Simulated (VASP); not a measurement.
Calculation: PBE GGA, VASP's PBE PAW potentials (set 64) (plane waves; VASP).

Gaps are without spin-orbit coupling.

| Quantity | Result |
|---|---|
| volume per atom | 14.16 Å³/atom |
| band gap (over mesh and band path) | 3.64 eV |
| smallest direct gap (over mesh and band path) | 4.02 eV |

### Question
Which relaxed crystal gives these values?
A) BN, P6_3mc (186)
B) CaO, Fm-3m (225)
C) Bi2Te3, R-3m (166)
D) Se, P3_121 (152)

### Answer
B, CaO, Fm-3m (225)
